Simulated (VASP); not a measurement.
Wanted: the native input for a VASP 6.6.1 run.

- Task: single point
- Functional: PBE
- Potentials or basis: VASP PAW PBE potentials, release 64 (K_sv, H, C, O)
- Cutoff: 520 eV
- k mesh: 2 × 2 × 1
- Occupations: fermi-dirac, width 0.05 eV
- Spin: no spin polarisation
- Dipole correction: no
- Further INCAR settings: LREAL = Auto; ALGO = Fast; EDIFF = 1e-07; NBANDS = 66

The structure of KH7C3O3 lies in POSCAR:

```
KH7C3O3
1.0
    3.7757000000     -3.6316000000      0.0000000000
    3.7757000000      3.6316000000      0.0000000000
   -0.5412360000      0.0000000000      9.0513320000
K H C O
2 14 6 6
Direct
    0.6362689689      0.7583088411      0.9515395082
    0.2995141021      0.2835431802      0.0784304454
    0.9270065935      0.1838906116      0.2187854782
    0.8486017060      0.1749316983      0.8226634489
    0.1193247414      0.7713789324      0.8385064209
    0.2421538316      0.8461025044      0.2291596419
    0.0932870619      0.4861717409      0.3565221119
    0.4997219797      0.9320658502      0.6956324218
    0.9192114721      0.4786343160      0.6994108712
    0.5176868304      0.0178795829      0.4045150482
    0.7767333244      0.4008384020      0.4080614875
    0.5459858095      0.2069341518      0.6139648838
    0.1818975640      0.5701011106      0.6164065134
    0.4934862850      0.6734895893      0.4193194991
    0.9009655618      0.8269485996      0.4493150842
    0.1021117195      0.1181927857      0.6097224143
    0.8949012966      0.4941963731      0.3318627579
    0.4830905866      0.1499041124      0.7266665282
    0.1252265840      0.4738332588      0.7081388684
    0.5433454565      0.8327771119      0.3416734686
    0.8351684607      0.7761861939      0.3331111929
    0.1750425271      0.1951438598      0.7089564276
    0.8552916527      0.3679857820      0.1916513503
    0.6166168239      0.2154713233      0.8475327167
    0.1618917724      0.5920052210      0.8498859615
    0.4233176991      0.7942285923      0.2052515586
    0.9812571103      0.9045140770      0.2438978042
    0.0771759986      0.0797093172      0.8276461409
```

One way to write it, as run:

INCAR

```
PREC = Accurate
ENCUT = 520
EDIFF = 1E-7
ISMEAR = -1
SIGMA = 0.05
LREAL = Auto
LASPH = True
NELM = 80
ALGO = Fast
ISIF = 2
LWAVE = False
LCHARG = True
GGA = PE
LELF = True
LVHAR = True
NBANDS = 66
```

KPOINTS

```
Automatic mesh
0
Gamma
  2 2 1
```

Potentials or basis: VASP PAW PBE potentials, release 64 (K_sv, H, C, O).

Launch:

```sh
$ cat potpaw_PBE.64/K_sv/POTCAR potpaw_PBE.64/H/POTCAR potpaw_PBE.64/C/POTCAR potpaw_PBE.64/O/POTCAR > POTCAR
$ mpirun -np 1 vasp_std > vasp.out
```

It gave:

```yaml
Pressure: 7.5 GPa
Largest_force: 6.458 eV/Å
Band_gap_on_the_k_mesh: 3.73 eV, indirect (least direct gap 4.09 eV)
```

Caveat: the k mesh is coarse (spacing up to 0.69 Å⁻¹), so the values aren't converged; an odd mesh through Γ misses points on the zone boundary, where band edges often lie; forces of over 1 eV/Å show positions far from the minimum, so gaps and moduli don't describe the material at rest.

Wall time 3.4 min on 1 thread of Intel(R) Xeon(R) 6975P-C (Granite Rapids), with other jobs on the host, peak memory 0.35 GiB.
